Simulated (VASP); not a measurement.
# MnHg (P4/mmm) in VASP: equation of state

How stiff is MnHg in PBE, and what volume does it want? The cell is scaled to several volumes.

Everything below comes from runs of VASP 6.6.1. Logs are shortened: lines on timing, memory, paths and dates and some standing lists are left out, and cuts for length are marked.

### 1 The crystal as given

It takes space group P4/mmm (No. 123, tetragonal). The conventional cell has a = 3.288 Å, b = 3.288 Å, c = 3.313 Å, α = 90.00°, β = 90.00°, γ = 90.00°. Hg (site symmetry 4/mmm) has 8 Mn at 2.85 Å as nearest neighbours. Around Mn (site symmetry 4/mmm) lie 8 Hg at 2.85 Å.

### 2 Equation of state, PBE, collinear spin, ferromagnetic start, 16.83 Å³/atom (volume scaled by 0.94)

INCAR reads:

```
SYSTEM = MnHg
  PREC = Accurate
  ENCUT = 520
  EDIFF = 1E-7
  ISMEAR = -1
  SIGMA = 0.05
  LREAL = .FALSE.
  LASPH = .TRUE.
  NELM = 120
  ALGO = Normal
  ISIF = 2
  LWAVE = .FALSE.
  LCHARG = .FALSE.
  ISPIN = 2
  MAGMOM = 0 4
  LORBIT = 11
  LMAXMIX = 4
  GGA = PE
  NBANDS = 24
```

KPOINTS reads:

```
Automatic mesh
0
G
  8 8 8
  0 0 0
```

POSCAR reads:

```
MnHg
1.0
    3.2208791255      0.0000000000      0.0000000000
    0.0000000000      3.2208791255      0.0000000000
    0.0000000000      0.0000000000      3.2453687782
Hg Mn
1 1
Direct
    0.0000000000      0.0000000000      0.0000000000
    0.5000000000      0.5000000000      0.5000000000
```

Potentials or basis: VASP PAW PBE potentials, release 64 (Hg, Mn_pv).

Launch:

```sh
$ cat potpaw_PBE.64/Hg/POTCAR potpaw_PBE.64/Mn_pv/POTCAR > POTCAR
$ mpirun -np 1 vasp_std > vasp.out
```

OUTCAR:

```text
SYSTEM = MnHg
   PREC = Accurate
   ENCUT = 520
   EDIFF = 1E-7
   ISMEAR = -1
   LREAL = .FALSE.
   LASPH = .TRUE.
   NELM = 120
   ISIF = 2
   ISPIN = 2
   LORBIT = 11
   GGA = PE

 Found     75 irreducible k-points:

 Following reciprocal coordinates:
            Coordinates               Weight
  0.000000  0.000000  0.000000      1.000000
  0.125000  0.000000  0.000000      4.000000
  0.250000  0.000000  0.000000      4.000000
  0.375000  0.000000  0.000000      4.000000
  0.500000  0.000000  0.000000      2.000000
  0.125000  0.125000  0.000000      4.000000
   k-points           NKPTS =     75   k-points in BZ     NKDIM =     75   number of bands    NBANDS=     24
   number of dos      NEDOS =    301   number of ions     NIONS =      2
   total plane-waves  NPLWV =  13824
   dimension x,y,z NGX =    24 NGY =   24 NGZ =   24
   dimension x,y,z NGXF=    48 NGYF=   48 NGZF=   48
   ions per type =               1   1
   NGX,Y,Z   is equivalent  to a cutoff of  12.39, 12.39, 12.29 a.u.
   NGXF,Y,Z  is equivalent  to a cutoff of  24.78, 24.78, 24.59 a.u.
 SYSTEM =  MnHg
   PREC   = accura    normal or accurate (medium, high low for compatibility)
   ISTART =      0    job   : 0-new  1-cont  2-samecut
   ICHARG =      2    charge: 1-file 2-atom 10-const
   ISPIN  =      2    spin polarized calculation?
   LNONCOLLINEAR =      F non collinear calculations
   LSORBIT =      F    spin-orbit coupling
   LASPH  =      T    aspherical Exc in radial PAW
   ENCUT  =  520.0 eV  38.22 Ry    6.18 a.u.   5.99  5.99  6.03*2*pi/ulx,y,z
   NELM   =    120;   NELMIN=  2; NELMDL= -5     # of ELM steps
   EDIFF  = 0.1E-06   stopping-criterion for ELM
   LREAL  =      F    real-space projection
   EDIFFG = 0.1E-05   stopping-criterion for IOM
   NSW    =      0    number of steps for IOM
   IBRION =     -1    ionic relax: 0-MD 1-quasi-New 2-CG
   NFREE  =      0    steps in history (QN), initial steepest desc. (CG)
   ISIF   =      2    stress and relaxation
   ISYM   =      2    0-nonsym 1-usesym 2-fastsym
   POTIM  = 0.5000    time-step for ionic-motion
   TEBEG  =    0.0;   TEEND  =   0.0 temperature during run
   PSTRESS=    0.0 pullay stress
   NELECT =      25.0000    total number of electrons
   NUPDOWN=      -1.0000    fix difference up-down
   EMIN   =  10.00;   EMAX   =-10.00  energy-range for DOS
   EFERMI =   0.00;   METHOD = LEGACY
   ISMEAR =    -1;   SIGMA  =   0.05  broadening in eV -4-tet -1-fermi 0-gaus
   EFERMI_NEDOS =   21; number of points for ismear=-14 and -15
   IALGO  =     38    algorithm
   IMIX   =      4    mixing-type and parameters
     AMIX     =   0.40;   BMIX     =  1.00
     AMIX_MAG =   1.60;   BMIX_MAG =  1.00
  volume/ion in A,a.u.               =      16.83       113.60
  Fermi-wavevector in a.u.,A,eV,Ry     =   1.482463  2.801449 29.901477  2.197697
  Thomas-Fermi vector in A             =   2.596246
   LORBIT       =     11    0 simple, 1 ext, 2 COOP (PROOUT), +10 PAW based schemes
   GGA     = PE    functional components
   LHFCALC =     F    Hartree Fock is set to
   AEXX    =    0.0000 exact exchange contribution
   IVDW    =     0    specifies the selected vdW correction
   LEPSILON=     F    determine dielectric tensor
   LRPA    =     F    only Hartree local field effects (RPA)
 spin polarized calculation
  energy-cutoff  :      520.00
  volume of cell :       33.67
 maximum number of plane-waves:       924
 NGX is ok and might be reduce to    24
   NGX = 11   NGY = 11   NGZ = 13

 number of electron      25.0000036 magnetization       3.6978947

 Free energy of the ion-electron system (eV)
  ---------------------------------------------------
  ext. energy  EPLUGINS =         0.00000000
  ---------------------------------------------------
  free energy    TOTEN  =        -8.41842085 eV

  energy without entropy =       -8.40317111  energy(sigma->0) =       -8.41079598

 E-fermi :   6.2163     XC(G=0): -12.1176

 val. band max:        6.2161926039   @ k =   0.3750   0.0000   0.1250
 cond. band min:       6.2257168720   @ k =   0.3750   0.1250   0.0000
 fundamental gap:      0.0095242680
 Fermi energy:         6.2162917154

 spin component 1

 k-point     1 :       0.0000    0.0000    0.0000
  band No.  band energies     occupation
      1     -43.7196      1.00000
      2     -43.7092      1.00000
      3     -43.7092      1.00000
      4      -3.9268      1.00000
      5      -2.3914      1.00000
      6      -2.3795      1.00000
[... 16 lines left out ...]
     23      23.8230      0.00000
     24      28.5454      0.00000

 k-point     2 :       0.1250    0.0000    0.0000
  band No.  band energies     occupation
      1     -43.7194      1.00000
      2     -43.7127      1.00000
      3     -43.7090      1.00000
      4      -3.6680      1.00000
      5      -2.3339      1.00000
      6      -2.2540      1.00000
[... 16 lines left out ...]
     23      23.8340      0.00000
     24      25.7859      0.00000

 k-point     3 :       0.2500    0.0000    0.0000
  band No.  band energies     occupation
      1     -43.7213      1.00000
      2     -43.7189      1.00000
      3     -43.7084      1.00000
      4      -3.0157      1.00000
      5      -2.2104      1.00000
      6      -1.7943      1.00000
[... 16 lines left out ...]
     23      22.7219      0.00000
     24      23.3486      0.00000

 k-point     4 :       0.3750    0.0000    0.0000
  band No.  band energies     occupation
      1     -43.7299      1.00000
      2     -43.7184      1.00000
      3     -43.7079      1.00000
      4      -2.4465      1.00000
      5      -2.0789      1.00000
      6      -1.3605      1.00000
[... 16 lines left out ...]
     23      20.8828      0.00000
     24      27.6344      0.00000

 k-point     5 :       0.5000    0.0000    0.0000
  band No.  band energies     occupation
      1     -43.7334      1.00000
      2     -43.7181      1.00000
      3     -43.7077      1.00000
      4      -2.2651      1.00000
      5      -2.0215      1.00000
      6      -1.4141      1.00000
[... 16 lines left out ...]
     23      20.5641      0.00000
     24      30.1542      0.00000

 k-point     6 :       0.1250    0.1250    0.0000
  band No.  band energies     occupation
      1     -43.7192      1.00000
      2     -43.7127      1.00000
      3     -43.7123      1.00000
      4      -3.4155      1.00000
      5      -2.2427      1.00000
      6      -2.1710      1.00000
[... 16 lines left out ...]
     23      23.8409      0.00000
     24      25.9457      0.00000

 [... further k-points ...]

 spin component 2

 k-point     1 :       0.0000    0.0000    0.0000
  band No.  band energies     occupation
      1     -39.8633      1.00000
      2     -39.8580      1.00000
      3     -39.8580      1.00000
      4      -3.7284      1.00000
      5      -2.3737      1.00000
      6      -2.3588      1.00000
[... 16 lines left out ...]
     23      23.8431      0.00000
     24      29.4516      0.00000

 k-point     2 :       0.1250    0.0000    0.0000
  band No.  band energies     occupation
      1     -39.8630      1.00000
      2     -39.8624      1.00000
      3     -39.8578      1.00000
      4      -3.4738      1.00000
      5      -2.3244      1.00000
      6      -2.2332      1.00000
[... 16 lines left out ...]
     23      23.9327      0.00000
     24      26.3428      0.00000

 k-point     3 :       0.2500    0.0000    0.0000
  band No.  band energies     occupation
      1     -39.8730      1.00000
      2     -39.8624      1.00000
      3     -39.8571      1.00000
      4      -2.8749      1.00000
      5      -2.2285      1.00000
      6      -1.7185      1.00000
[... 16 lines left out ...]
     23      23.2491      0.00000
     24      24.0540      0.00000

 k-point     4 :       0.3750    0.0000    0.0000
  band No.  band energies     occupation
      1     -39.8835      1.00000
      2     -39.8617      1.00000
      3     -39.8565      1.00000
      4      -2.4238      1.00000
      5      -2.1288      1.00000
      6      -1.3403      1.00000
[... 16 lines left out ...]
     23      21.1357      0.00000
     24      28.2904      0.00000

 k-point     5 :       0.5000    0.0000    0.0000
  band No.  band energies     occupation
      1     -39.8879      1.00000
      2     -39.8615      1.00000
      3     -39.8562      1.00000
      4      -2.2839      1.00000
      5      -2.0861      1.00000
      6      -1.4003      1.00000
[... 16 lines left out ...]
     23      20.4612      0.00000
     24      30.1280      0.00000

 k-point     6 :       0.1250    0.1250    0.0000
  band No.  band energies     occupation
      1     -39.8627      1.00000
      2     -39.8623      1.00000
      3     -39.8618      1.00000
      4      -3.2223      1.00000
      5      -2.2328      1.00000
      6      -2.1594      1.00000
[... 16 lines left out ...]
     23      23.9609      0.00000
     24      26.7303      0.00000

 [... further k-points ...]

------------------------ aborting loop because EDIFF is reached ----------------------------------------

  FORCE on cell =-STRESS in cart. coord.  units (eV):
  Direction    XX          YY          ZZ          XY          YZ          ZX
  --------------------------------------------------------------------------------------
  -------------------------------------------------------------------------------------
  Total        1.7592963      1.7592963      1.7278635      0.0000000     -0.0000000      0.0000000
  in kB       83.7214369     83.7214369     82.2256093      0.0000000     -0.0000000      0.0000000
  external PRESSURE =      83.2228277 kB  Pullay stress =       0.0000000 kB

 VOLUME and BASIS-vectors are now :
 -----------------------------------------------------------------------------
  energy-cutoff  :      520.00
  volume of cell :       33.67
      direct lattice vectors                 reciprocal lattice vectors
     3.220879126  0.000000000  0.000000000     0.310474240  0.000000000  0.000000000
     0.000000000  3.220879126  0.000000000     0.000000000  0.310474240  0.000000000
     0.000000000  0.000000000  3.245368778     0.000000000  0.000000000  0.308131392

 POSITION                                       TOTAL-FORCE (eV/Angst)
 -----------------------------------------------------------------------------------
      0.00000      0.00000      0.00000         0.000000      0.000000      0.000000
      1.61044      1.61044      1.62268         0.000000      0.000000      0.000000
 -----------------------------------------------------------------------------------
    total drift:                                0.000000      0.000000     -0.000000

  FREE ENERGIE OF THE ION-ELECTRON SYSTEM (eV)
  ---------------------------------------------------
  free  energy   TOTEN  =        -8.4184208503 eV

  energy  without entropy=       -8.4031711142  energy(sigma->0) =       -8.41079598

 total charge

# of ion       s       p       d       tot
------------------------------------------
    1        0.824   0.580   9.260  10.664
    2        0.260   6.199   5.024  11.483
--------------------------------------------------
tot          1.084   6.779  14.284  22.147

 magnetization (x)

# of ion       s       p       d       tot
------------------------------------------
    1       -0.048  -0.065   0.050  -0.063
    2        0.023   0.013   3.609   3.645
--------------------------------------------------
tot         -0.024  -0.053   3.659   3.583
```

It took 100 s on 1 thread of Intel Xeon Platinum 8488C (Sapphire Rapids), shared host; peak memory 0.21 GiB.

What came out:

* Free energy: -8.4184 eV
* Pressure: 8.3 GPa
* Band gap on the k mesh: none (metal or under the smearing width)
* Net moment: 3.70 μB per cell
* Site moments: Hg -0.06; Mn +3.65 μB
* Valence electrons inside the program's atomic spheres: Hg 10.66; Mn 11.48

### 3 Equation of state, PBE, collinear spin, ferromagnetic start, 17.19 Å³/atom (volume scaled by 0.96)

INCAR reads:

```
SYSTEM = MnHg
PREC = Accurate
ENCUT = 520
EDIFF = 1E-7
ISMEAR = -1
SIGMA = 0.05
LREAL = .FALSE.
LASPH = .TRUE.
NELM = 120
ALGO = Normal
ISIF = 2
LWAVE = .FALSE.
LCHARG = .FALSE.
ISPIN = 2
MAGMOM = 0 4
LORBIT = 11
LMAXMIX = 4
GGA = PE
NBANDS = 24
```

KPOINTS is that of step 2.

POSCAR reads:

```
MnHg
1.0
    3.2435621202      0.0000000000      0.0000000000
    0.0000000000      3.2435621202      0.0000000000
    0.0000000000      0.0000000000      3.2682242409
Hg Mn
1 1
Direct
    0.0000000000      0.0000000000      0.0000000000
    0.5000000000      0.5000000000      0.5000000000
```

Potentials or basis: VASP PAW PBE potentials, release 64 (Hg, Mn_pv).

Launch:

```sh
$ cat potpaw_PBE.64/Hg/POTCAR potpaw_PBE.64/Mn_pv/POTCAR > POTCAR
$ mpirun -np 1 vasp_std > vasp.out
```

Wall time 93 s (1 thread of Intel Xeon Platinum 8488C (Sapphire Rapids), shared host); peak memory 0.22 GiB.

It converged, with:

* Free energy: -8.4513 eV
* Pressure: 6.2 GPa
* Band gap on the k mesh: none (metal or under the smearing width)
* Net moment: 3.76 μB per cell
* Site moments: Hg -0.06; Mn +3.70 μB
* Valence electrons inside the program's atomic spheres: Hg 10.64; Mn 11.46

### 4 Equation of state, PBE, collinear spin, ferromagnetic start, 17.55 Å³/atom (volume scaled by 0.98)

INCAR reads:

```
SYSTEM = MnHg
  ALGO = Normal
  EDIFF = 1E-7
  ENCUT = 520
  GGA = PE
  ISIF = 2
  ISMEAR = -1
  ISPIN = 2
  LASPH = .True.
  LCHARG = .False.
  LMAXMIX = 4
  LORBIT = 11
  LREAL = .False.
  LWAVE = .False.
  MAGMOM = 0 4
  NBANDS = 24
  NELM = 120
  PREC = Accurate
  SIGMA = 0.05
```

KPOINTS reads:

```
k-points
0
Gamma
  8 8 8
  0 0 0
```

POSCAR reads:

```
MnHg
1.0
    3.2659322210      0.0000000000      0.0000000000
    0.0000000000      3.2659322210      0.0000000000
    0.0000000000      0.0000000000      3.2907644307
Hg Mn
1 1
Direct
    0.0000000000      0.0000000000      0.0000000000
    0.5000000000      0.5000000000      0.5000000000
```

Launch:

```sh
$ cat potpaw_PBE.64/Hg/POTCAR potpaw_PBE.64/Mn_pv/POTCAR > POTCAR
$ mpirun -np 1 vasp_std > vasp.out
```

Wall time 72 s (1 thread of Intel Xeon Platinum 8488C (Sapphire Rapids), shared host); peak memory 0.22 GiB.

The run converged. Its results:

| Item | Value |
| --- | --- |
| Free energy | -8.4750 eV |
| Pressure | 4.3 GPa |
| Band gap on the k mesh | none (metal or under the smearing width) |
| Net moment | 3.83 μB per cell |
| Site moments | Hg -0.06; Mn +3.76 μB |
| Valence electrons inside the program's atomic spheres | Hg 10.62; Mn 11.44 |

### 5 Equation of state, PBE, collinear spin, ferromagnetic start, 18.27 Å³/atom (volume scaled by 1.02)

INCAR reads:

```
SYSTEM = MnHg
PREC = Accurate ; ENCUT = 520
EDIFF = 1E-7 ; ISMEAR = -1
SIGMA = 0.05 ; LREAL = .FALSE.
LASPH = .TRUE. ; NELM = 150
ALGO = Normal ; ISIF = 2
LWAVE = .FALSE. ; LCHARG = .FALSE.
ISPIN = 2 ; MAGMOM = 0 4
LORBIT = 11 ; LMAXMIX = 4
GGA = PE ; NBANDS = 24
```

KPOINTS reads:

```
regular mesh
0
G
  8 8 8
  0 0 0
```

POSCAR reads:

```
MnHg
1.0
    3.3097754690      0.0000000000      0.0000000000
    0.0000000000      3.3097754690      0.0000000000
    0.0000000000      0.0000000000      3.3349410368
Hg Mn
1 1
Direct
    0.0000000000      0.0000000000      0.0000000000
    0.5000000000      0.5000000000      0.5000000000
```

Launch:

```sh
$ cat potpaw_PBE.64/Hg/POTCAR potpaw_PBE.64/Mn_pv/POTCAR > POTCAR
$ mpirun -np 1 vasp_std > vasp.out
```

It took 2.5 min on 1 thread of Intel Xeon Platinum 8488C (Sapphire Rapids), shared host; peak memory 0.24 GiB.

The run converged. Its results:

```yaml
Free_energy: -8.4981 eV
Pressure: 0.7 GPa
Band_gap_on_the_k_mesh: none (metal or under the smearing width)
Net_moment: 3.91 μB per cell
Site_moments: Hg -0.06; Mn +3.83 μB
Valence_electrons_inside_the_program's_atomic_spheres: Hg 10.59; Mn 11.40
```

### 6 Equation of state, PBE, collinear spin, ferromagnetic start, 18.62 Å³/atom (volume scaled by 1.04)

INCAR reads:

```
SYSTEM = MnHg
PREC = Accurate ; ENCUT = 520
EDIFF = 1E-7 ; ISMEAR = -1
SIGMA = 0.05 ; LREAL = .False.
LASPH = .True. ; NELM = 150
ALGO = Normal ; ISIF = 2
LWAVE = .False. ; LCHARG = .False.
ISPIN = 2 ; MAGMOM = 0 4
LORBIT = 11 ; LMAXMIX = 4
GGA = PE ; NBANDS = 24
```

KPOINTS reads:

```
Automatic mesh
0
Gamma
  8 8 8
  0 0 0
```

POSCAR reads:

```
MnHg
1.0
    3.3312681198      0.0000000000      0.0000000000
    0.0000000000      3.3312681198      0.0000000000
    0.0000000000      0.0000000000      3.3565971049
Hg Mn
1 1
Direct
    0.0000000000      0.0000000000      0.0000000000
    0.5000000000      0.5000000000      0.5000000000
```

Potentials or basis: VASP PAW PBE potentials, release 64 (Hg, Mn_pv).

Launch:

```sh
$ cat potpaw_PBE.64/Hg/POTCAR potpaw_PBE.64/Mn_pv/POTCAR > POTCAR
$ mpirun -np 1 vasp_std > vasp.out
```

It took 2.3 min on 1 thread of Intel Xeon Platinum 8488C (Sapphire Rapids), shared host; peak memory 0.25 GiB.

The run converged. Its results:

| Quantity | Value |
| --- | --- |
| Free energy | -8.4983 eV |
| Pressure | -0.8 GPa |
| Band gap on the k mesh | none (metal or under the smearing width) |
| Net moment | 3.94 μB per cell |
| Site moments | Hg -0.06; Mn +3.86 μB |
| Valence electrons inside the program's atomic spheres | Hg 10.57; Mn 11.38 |

### 7 Equation of state, PBE, collinear spin, ferromagnetic start, 18.98 Å³/atom (volume scaled by 1.06)

INCAR is that of step 6.

KPOINTS reads:

```
regular mesh
0
Gamma
  8 8 8
  0 0 0
```

POSCAR reads:

```
MnHg
1.0
    3.3524869601      0.0000000000      0.0000000000
    0.0000000000      3.3524869601      0.0000000000
    0.0000000000      0.0000000000      3.3779772807
Hg Mn
1 1
Direct
    0.0000000000      0.0000000000      0.0000000000
    0.5000000000      0.5000000000      0.5000000000
```

Launch:

```sh
$ cat potpaw_PBE.64/Hg/POTCAR potpaw_PBE.64/Mn_pv/POTCAR > POTCAR
$ mpirun -np 1 vasp_std > vasp.out
```

Wall time 2.5 min (1 thread of Intel Xeon Platinum 8488C (Sapphire Rapids), shared host); peak memory 0.25 GiB.

It converged, with:

- Free energy: -8.4924 eV
- Pressure: -2.0 GPa
- Band gap on the k mesh: none (metal or under the smearing width)
- Net moment: 3.99 μB per cell
- Site moments: Hg -0.05; Mn +3.89 μB
- Valence electrons inside the program's atomic spheres: Hg 10.56; Mn 11.37

### 8 Equation of state, PBE, collinear spin, ferromagnetic start

This step only gathers the single runs of the series.

Results:

```
Equilibrium volume                        : 18.47 Å³/atom
Bulk modulus at fixed shape and positions : 79 GPa
Pressure derivative of the bulk modulus   : 3.2 (rough: it moves with the points fitted)
```

Energy against volume, from the lowest point:
| volume (Å³/atom) | energy (meV/atom) |
| --- | --- |
| 16.834 | 39.92 |
| 17.192 | 23.49 |
| 17.550 | 11.61 |
| 17.908 | 3.83 |
| 18.266 | 0.06 |
| 18.625 | 0.00 |
| 18.983 | 2.95 |

Caveat: the fit is doubtful: noisy points or a state that changes with volume; the cell was scaled at fixed shape and fractional positions, which overstates the stiffness of a crystal with free parameters, most of all of layers and chains. The run has no spin-orbit coupling, so splittings on Hg are missing.
